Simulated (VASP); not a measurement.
# NiS (P6_3/mmc) in VASP: further runs

The runs below take NiS through single point, with LDA+U.

Everything below comes from runs of VASP 6.6.1. Logs are shortened: lines on timing, memory, paths and dates and some standing lists are left out, and cuts for length are marked.

## (1) Starting point

It takes space group P6_3/mmc (No. 194, hexagonal). Conventional cell: a = 3.425 Å, b = 3.425 Å, c = 5.340 Å, α = 90.00°, β = 90.00°, γ = 120.00°. Ni (site symmetry -3m) has 6 S at 2.39 Å and 2 Ni at 2.67 Å as nearest neighbours. S (site symmetry -6m2) is surrounded by 6 Ni at 2.39 Å.

## (2) Single point, LDA+U, collinear spin, typed start

File INCAR:

```
PREC = Accurate ; ENCUT = 520
EDIFF = 1E-6 ; ISMEAR = 0
SIGMA = 0.05 ; LREAL = False
LASPH = True ; NELM = 150
ALGO = Normal ; ISIF = 2
LWAVE = False ; LCHARG = False
ISPIN = 2 ; MAGMOM = 2 2 0 0
LORBIT = 11 ; LMAXMIX = 4
LDAU = True ; LDAUTYPE = 2
LDAUL = 2 -1 ; LDAUU = 4 0
LDAUJ = 0 0 ; LDAUPRINT = 1
GGA = CA ; NBANDS = 28
```

File KPOINTS:

```
Automatic mesh
0
Gamma
  6 6 4
```

File POSCAR:

```
NiS
1.0
    3.4250012100      0.0000000000      0.0000000000
   -1.7125006100      2.9661380600      0.0000000000
    0.0000000000      0.0000000000      5.3399998700
Ni S
2 2
Direct
    0.0000000000      0.0000000000      0.0000000000
    0.0000000000      0.0000000000      0.5000000000
    0.3333333333      0.6666666667      0.2500000000
    0.6666666667      0.3333333333      0.7500000000
```

Potentials or basis: VASP PAW LDA potentials, release 64 (Ni, S).

Command:

```console
> cat potpaw_LDA.64/Ni/POTCAR potpaw_LDA.64/S/POTCAR > POTCAR
> mpirun -np 1 vasp_std > vasp.out
```

OUTCAR:

```text
PREC = Accurate
   ENCUT = 520
   EDIFF = 1E-6
   ISMEAR = 0
   LREAL = False
   LASPH = True
   NELM = 150
   ISIF = 2
   ISPIN = 2
   LORBIT = 11
   GGA = CA

 ion  position               nearest neighbor table
   1  0.000  0.000  0.000-   4 2.39   3 2.39   4 2.39   3 2.39   4 2.39   3 2.39   2 2.67   2 2.67

   2  0.000  0.000  0.500-   4 2.39   3 2.39   4 2.39   3 2.39   4 2.39   3 2.39   1 2.67   1 2.67

   3  0.333  0.667  0.250-   1 2.39   2 2.39   1 2.39   2 2.39   1 2.39   2 2.39
   4  0.667  0.333  0.750-   1 2.39   2 2.39   1 2.39   2 2.39   1 2.39   2 2.39

  LATTYP: Found a hexagonal cell.
 ALAT       =     3.4250012100
 C/A-ratio  =     1.5591234988

  Lattice vectors:

 A1 = (   3.4250012100,   0.0000000000,   0.0000000000)
 A2 = (  -1.7125006100,   2.9661380600,   0.0000000000)
 A3 = (   0.0000000000,   0.0000000000,   5.3399998700)

Analysis of symmetry for initial positions (statically):
=====================================================================
 Subroutine PRICEL returns:
 Original cell was already a primitive cell.

 Routine SETGRP: Setting up the symmetry group for a
 hexagonal supercell.

 Subroutine GETGRP returns: Found 24 space group operations
 (whereof 12 operations were pure point group operations)
 out of a pool of 24 trial point group operations.

The static configuration has the point symmetry D_3d.
 The point group associated with its full space group is D_6h.

Analysis of symmetry for dynamics (positions and initial velocities):
=====================================================================
 Subroutine PRICEL returns:
 Original cell was already a primitive cell.

 Routine SETGRP: Setting up the symmetry group for a
 hexagonal supercell.

 Subroutine GETGRP returns: Found 24 space group operations
 (whereof 12 operations were pure point group operations)
 out of a pool of 24 trial point group operations.

The dynamic configuration has the point symmetry D_3d.
 The point group associated with its full space group is D_6h.

Analysis of structural, dynamic, and magnetic symmetry:
=====================================================================
 Subroutine PRICEL returns:
 Original cell was already a primitive cell.

 Routine SETGRP: Setting up the symmetry group for a
 hexagonal supercell.

 Subroutine GETGRP returns: Found 24 space group operations
 (whereof 12 operations were pure point group operations)
 out of a pool of 24 trial point group operations.

The overall configuration has the point symmetry D_3d.
 The point group associated with its full space group is D_6h.

 Subroutine INISYM returns: Found 24 space group operations
 (whereof 12 operations are pure point group operations),
 and found     1 'primitive' translations

----------------------------------------------------------------------------------------

                                     Primitive cell

  volume of cell :      54.2492

  direct lattice vectors                    reciprocal lattice vectors
[... 153 lines left out ...]
  o =  0.5472  v =  0.0000  0.0000  0.0000  0.0000  0.0000 -0.2421 -0.7440 -0.0000  0.3495  0.5155      0.0000  0.0000  0.0000  0.0000  0.0000  0.0000  0.0000  0.0000  0.0000  0.0000
  o =  0.9128  v =  0.5788 -0.3269 -0.0000 -0.6958  0.2719  0.0000  0.0000  0.0000  0.0000  0.0000      0.0000  0.0000  0.0000  0.0000  0.0000  0.0000  0.0000  0.0000  0.0000  0.0000
  o =  0.9128  v =  0.2719  0.6958  0.0000 -0.3269 -0.5788  0.0000  0.0000  0.0000  0.0000  0.0000      0.0000  0.0000  0.0000  0.0000  0.0000  0.0000  0.0000  0.0000  0.0000  0.0000
  o =  0.9326  v =  0.0000  0.0000  0.0000  0.0000  0.0000  0.7440  0.2421 -0.0000  0.5155  0.3495      0.0000  0.0000  0.0000  0.0000  0.0000  0.0000  0.0000  0.0000  0.0000  0.0000
  o =  0.9326  v =  0.0000  0.0000  0.0000  0.0000  0.0000 -0.3495  0.5155 -0.0000 -0.2421  0.7440      0.0000  0.0000  0.0000  0.0000  0.0000  0.0000  0.0000  0.0000  0.0000  0.0000
  o =  0.9375  v =  0.0000  0.0000  0.0000  0.0000  0.0000  0.0000  0.0000  1.0000  0.0000  0.0000      0.0000  0.0000  0.0000  0.0000  0.0000  0.0000  0.0000  0.0000  0.0000  0.0000
  o =  0.9466  v =  0.0000  0.0000 -1.0000  0.0000  0.0000  0.0000  0.0000  0.0000  0.0000  0.0000      0.0000  0.0000  0.0000  0.0000  0.0000  0.0000  0.0000  0.0000  0.0000  0.0000
  o =  0.9477  v =  0.6958  0.2719  0.0000  0.5788  0.3269  0.0000  0.0000  0.0000  0.0000  0.0000      0.0000  0.0000  0.0000  0.0000  0.0000  0.0000  0.0000  0.0000  0.0000  0.0000
  o =  0.9477  v = -0.3269  0.5788  0.0000 -0.2719  0.6958  0.0000  0.0000  0.0000  0.0000  0.0000      0.0000  0.0000  0.0000  0.0000  0.0000  0.0000  0.0000  0.0000  0.0000  0.0000

atom =   2  type =  1  l = 2

 onsite density matrix

spin component  1

  0.9335 -0.0000  0.0000 -0.0172 -0.0000
 -0.0000  0.9271 -0.0000 -0.0000 -0.0172
  0.0000 -0.0000  0.9466 -0.0000  0.0000
 -0.0172 -0.0000 -0.0000  0.9271  0.0000
 -0.0000 -0.0172  0.0000  0.0000  0.9335

spin component  2

  0.8076 -0.0000  0.0000 -0.1804 -0.0000
 -0.0000  0.6722 -0.0000 -0.0000 -0.1804
  0.0000 -0.0000  0.9375 -0.0000  0.0000
 -0.1804 -0.0000 -0.0000  0.6722  0.0000
 -0.0000 -0.1804  0.0000  0.0000  0.8076

 occupancies and eigenvectors

  o =  0.5472  v =  0.0000  0.0000  0.0000  0.0000  0.0000  0.5155  0.3495 -0.0000  0.7440  0.2421      0.0000  0.0000  0.0000  0.0000  0.0000  0.0000  0.0000  0.0000  0.0000  0.0000
  o =  0.5472  v =  0.0000  0.0000  0.0000  0.0000  0.0000 -0.2421  0.7440 -0.0000 -0.3495  0.5155      0.0000  0.0000  0.0000  0.0000  0.0000  0.0000  0.0000  0.0000  0.0000  0.0000
  o =  0.9128  v =  0.5788  0.3269 -0.0000  0.6958  0.2719  0.0000  0.0000  0.0000  0.0000  0.0000      0.0000  0.0000  0.0000  0.0000  0.0000  0.0000  0.0000  0.0000  0.0000  0.0000
  o =  0.9128  v =  0.2719 -0.6958  0.0000  0.3269 -0.5788  0.0000  0.0000  0.0000  0.0000  0.0000      0.0000  0.0000  0.0000  0.0000  0.0000  0.0000  0.0000  0.0000  0.0000  0.0000
  o =  0.9326  v =  0.0000  0.0000  0.0000  0.0000  0.0000  0.7440 -0.2421 -0.0000 -0.5155  0.3495      0.0000  0.0000  0.0000  0.0000  0.0000  0.0000  0.0000  0.0000  0.0000  0.0000
  o =  0.9326  v =  0.0000  0.0000  0.0000  0.0000  0.0000 -0.3495 -0.5155 -0.0000  0.2421  0.7440      0.0000  0.0000  0.0000  0.0000  0.0000  0.0000  0.0000  0.0000  0.0000  0.0000
  o =  0.9375  v =  0.0000  0.0000  0.0000  0.0000  0.0000  0.0000 -0.0000  1.0000 -0.0000  0.0000      0.0000  0.0000  0.0000  0.0000  0.0000  0.0000  0.0000  0.0000  0.0000  0.0000
  o =  0.9466  v =  0.0000 -0.0000 -1.0000 -0.0000  0.0000  0.0000  0.0000  0.0000  0.0000  0.0000      0.0000  0.0000  0.0000  0.0000  0.0000  0.0000  0.0000  0.0000  0.0000  0.0000
  o =  0.9477  v =  0.6958 -0.2719  0.0000 -0.5788  0.3269  0.0000  0.0000  0.0000  0.0000  0.0000      0.0000  0.0000  0.0000  0.0000  0.0000  0.0000  0.0000  0.0000  0.0000  0.0000
  o =  0.9477  v = -0.3269 -0.5788  0.0000  0.2719  0.6958  0.0000  0.0000  0.0000  0.0000  0.0000      0.0000  0.0000  0.0000  0.0000  0.0000  0.0000  0.0000  0.0000  0.0000  0.0000

 number of electron      31.9999984 magnetization       1.9297262

 Free energy of the ion-electron system (eV)
  ---------------------------------------------------
  ext. energy  EPLUGINS =         0.00000000
  ---------------------------------------------------
  free energy    TOTEN  =       -19.27001331 eV

  energy without entropy =      -19.26746161  energy(sigma->0) =      -19.26873746

 E-fermi :   7.9738     XC(G=0): -12.0190

 val. band max:        7.9319116785   @ k =   0.3333   0.3333   0.0000
 cond. band min:       7.9787728945   @ k =   0.1667   0.0000   0.2500
 fundamental gap:      0.0468612160
 Fermi energy:         7.9738078113

 spin component 1

 k-point     1 :       0.0000    0.0000    0.0000
  band No.  band energies     occupation
      1      -7.3769      1.00000
      2      -5.1027      1.00000
      3       0.4188      1.00000
      4       2.5158      1.00000
      5       2.5158      1.00000
      6       3.6768      1.00000
[... 640 lines left out ...]
     27      20.8876      0.00000
     28      20.8876      0.00000
 Fermi energy:         7.9738078113

 spin component 2

 k-point     1 :       0.0000    0.0000    0.0000
  band No.  band energies     occupation
      1      -7.2332      1.00000
      2      -4.9464      1.00000
      3       0.5680      1.00000
      4       3.7694      1.00000
      5       3.7694      1.00000
      6       4.1692      1.00000
[... 640 lines left out ...]
     27      21.0411      0.00000
     28      21.0411      0.00000

------------------------ aborting loop because EDIFF is reached ----------------------------------------

  FORCE on cell =-STRESS in cart. coord.  units (eV):
  Direction    XX          YY          ZZ          XY          YZ          ZX
  --------------------------------------------------------------------------------------
  -------------------------------------------------------------------------------------
  Total       -3.8218693     -3.8218693     -4.7255692      0.0000000      0.0000000     -0.0000000
  in kB     -112.8737817   -112.8737820   -139.5633456      0.0000002      0.0000000     -0.0000000
  external PRESSURE =    -121.7703031 kB  Pullay stress =       0.0000000 kB

 VOLUME and BASIS-vectors are now :
 -----------------------------------------------------------------------------
  energy-cutoff  :      520.00
  volume of cell :       54.25
      direct lattice vectors                 reciprocal lattice vectors
     3.425001210  0.000000000  0.000000000     0.291970700  0.168569362  0.000000000
    -1.712500610  2.966138060  0.000000000     0.000000000  0.337138724  0.000000000
     0.000000000  0.000000000  5.339999870     0.000000000  0.000000000  0.187265922

 POSITION                                       TOTAL-FORCE (eV/Angst)
 -----------------------------------------------------------------------------------
      0.00000      0.00000      0.00000         0.000000      0.000000     -0.000000
      0.00000      0.00000      2.67000        -0.000000      0.000000     -0.000000
     -0.00000      1.97743      1.33500        -0.000000     -0.000000     -0.000000
      1.71250      0.98871      4.00500         0.000000      0.000000      0.000000
 -----------------------------------------------------------------------------------
    total drift:                               -0.000000     -0.000000     -0.000000

  FREE ENERGIE OF THE ION-ELECTRON SYSTEM (eV)
  ---------------------------------------------------
  free  energy   TOTEN  =       -19.2700133051 eV

  energy  without entropy=      -19.2674616123  energy(sigma->0) =      -19.26873746

 total charge

# of ion       s       p       d       tot
------------------------------------------
    1        0.374   0.446   8.534   9.354
    2        0.374   0.446   8.534   9.354
    3        1.342   2.297   0.000   3.639
    4        1.342   2.297   0.000   3.639
--------------------------------------------------
tot          3.433   5.485  17.068  25.986

 magnetization (x)

# of ion       s       p       d       tot
------------------------------------------
    1        0.011   0.018   0.771   0.800
    2        0.011   0.018   0.771   0.800
    3        0.029   0.084   0.000   0.114
    4        0.029   0.084   0.000   0.114
--------------------------------------------------
tot          0.080   0.206   1.542   1.828
```

Wall time 32 s (1 thread of Intel Xeon 6975P-C (Granite Rapids), shared host); peak memory 0.17 GiB.

Results:

```
Free energy                                           : -19.2700 eV
Pressure                                              : -12.2 GPa
Band gap on the k mesh                                : none (metal or under the smearing width)
Net moment                                            : 1.93 μB per cell
Site moments                                          : Ni +0.80; S +0.11 μB
Valence electrons inside the program's atomic spheres : Ni 9.35; S 3.64
```

Stress tensor (GPa, compression positive):
```
-11.29   0.00   0.00
  0.00 -11.29   0.00
  0.00   0.00 -13.96
```

Levels at points of the mesh, in eV from the Fermi level:
Spin up:
| k point | band 14 | band 15 | band 16 | band 17 | band 18 | band 19 | band 20 | band 21 |
| --- | --- | --- | --- | --- | --- | --- | --- | --- |
| (0.00, 0.00, 0.00) | -1.20 | -1.20 | -0.61 | 0.96 | 0.96 | 4.00 | 4.55 | 7.13 |
| (0.50, 0.00, 0.00) | -2.75 | -2.50 | -2.00 | -0.13 | 1.06 | 4.72 | 4.88 | 4.99 |
| (0.00, 0.00, 0.50) | -2.31 | 0.18 | 0.18 | 0.18 | 0.18 | 5.45 | 5.45 | 7.63 |
| (0.50, 0.00, 0.50) | -2.70 | -0.93 | -0.93 | -0.31 | -0.31 | 3.78 | 3.78 | 6.50 |
Spin down:
| k point | band 13 | band 14 | band 15 | band 16 | band 17 | band 18 |
| --- | --- | --- | --- | --- | --- | --- |
| (0.00, 0.00, 0.00) | -1.04 | -0.96 | -0.96 | -0.48 | 2.15 | 2.15 |
| (0.50, 0.00, 0.00) | -2.08 | -1.75 | -0.87 | 0.16 | 1.03 | 2.31 |
| (0.00, 0.00, 0.50) | -1.90 | -1.90 | 1.26 | 1.26 | 1.26 | 1.26 |
| (0.50, 0.00, 0.50) | -2.07 | -2.07 | 0.39 | 0.39 | 1.15 | 1.15 |

Eigenvalues of the final occupation matrices:
```tsv
site	spin	trace	eigenvalues
site 1 d	1	4.67	0.91 0.91 0.95 0.95 0.95
site 1 d	2	3.90	0.55 0.55 0.93 0.93 0.94
site 2 d	1	4.67	0.91 0.91 0.95 0.95 0.95
site 2 d	2	3.90	0.55 0.55 0.93 0.93 0.94
```

(Continued in part 2 of 2.)
